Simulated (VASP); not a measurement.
Output of a VASP run:

File OSZICAR:
```
       N       E                     dE             d eps       ncg     rms          rms(c)
DAV:   1     0.537709971195E+02    0.53771E+02   -0.29296E+03   560   0.774E+02
DAV:   2     0.383168807983E+01   -0.49939E+02   -0.49457E+02   784   0.123E+02
DAV:   3    -0.792294610670E+00   -0.46240E+01   -0.46221E+01   568   0.454E+01
DAV:   4    -0.851549844328E+00   -0.59255E-01   -0.59250E-01  1032   0.638E+00
DAV:   5    -0.851607685893E+00   -0.57842E-04   -0.57842E-04   712   0.134E-01    0.216E-01
DAV:   6    -0.850350223031E+00    0.12575E-02   -0.33996E-03   920   0.338E-01    0.122E-01
DAV:   7    -0.850558624442E+00   -0.20840E-03   -0.50049E-03   720   0.426E-01    0.481E-02
DAV:   8    -0.850830994979E+00   -0.27237E-03   -0.40545E-04   752   0.155E-01    0.801E-03
DAV:   9    -0.850835379464E+00   -0.43845E-05   -0.75288E-06   920   0.159E-02    0.341E-03
DAV:  10    -0.850835730638E+00   -0.35117E-06   -0.30567E-06   760   0.951E-03    0.901E-04
DAV:  11    -0.850835995345E+00   -0.26471E-06   -0.24454E-07   904   0.303E-03    0.468E-04
DAV:  12    -0.850836028863E+00   -0.33518E-07   -0.58922E-08   600   0.148E-03
   1 F= -.85083603E+00 E0= -.85045947E+00  d E =-.112967E-02
```

### OUTCAR
```
------------------------ aborting loop because EDIFF is reached ----------------------------------------
  FORCE on cell =-STRESS in cart. coord.  units (eV):
  Direction    XX          YY          ZZ          XY          YZ          ZX
  --------------------------------------------------------------------------------------
  Total        0.0484285      0.0484285      0.0484285      0.0000000     -0.0000000     -0.0000000
  in kB        0.6931186      0.6931186      0.6931186      0.0000000     -0.0000000     -0.0000000
  external PRESSURE =       0.6931186 kB  Pullay stress =       0.0000000 kB
  volume of cell :      111.94
      direct lattice vectors                 reciprocal lattice vectors
    -3.036091115  3.036091115  3.036091115     0.000000000  0.164685440  0.164685440
     3.036091115 -3.036091115  3.036091115     0.164685440  0.000000000  0.164685440
     3.036091115  3.036091115 -3.036091115     0.164685440  0.164685440  0.000000000
 POSITION                                       TOTAL-FORCE (eV/Angst)
 -----------------------------------------------------------------------------------
      0.00000      0.00000      0.00000         0.000000      0.000000     -0.000000
 -----------------------------------------------------------------------------------
    total drift:                                0.000000      0.000000     -0.000000
  FREE ENERGIE OF THE ION-ELECTRON SYSTEM (eV)
  ---------------------------------------------------
  free  energy   TOTEN  =        -0.8508360289 eV

  energy  without entropy=       -0.8497063611  energy(sigma->0) =       -0.85045947
```
(Selected blocks of OUTCAR.)

### POSCAR
```
Cs
1
   -3.0360911154     3.0360911154     3.0360911154
    3.0360911154    -3.0360911154     3.0360911154
    3.0360911154     3.0360911154    -3.0360911154
Cs
1
Direct
  0.0000000000   0.0000000000   0.0000000000
```

**Question.** Reconstruct the remaining input files.

**Answer.** Several could match; the one computed here: the input of the run itself, PW91 GGA, plane waves, VASP's PBE PAW potentials (set 64).

**INCAR**
```
ALGO = Normal
EDIFF = 1E-7
ENCUT = 520
GGA = 91
ISIF = 2
ISMEAR = 1
LASPH = .True.
LCHARG = .False.
LMAXMIX = 4
LREAL = .False.
LWAVE = .False.
NELM = 100
PREC = Accurate
SIGMA = 0.1
SYSTEM = Cs
```

### KPOINTS
```
Automatic mesh
0
G
9 9 9
```

POTCAR, in this order: Cs_sv (PBE.64 set). Program: vasp_std.

The compound is Cs in the bcc structure. This cell is one point of a volume scan, at 0.97 of the reference volume.
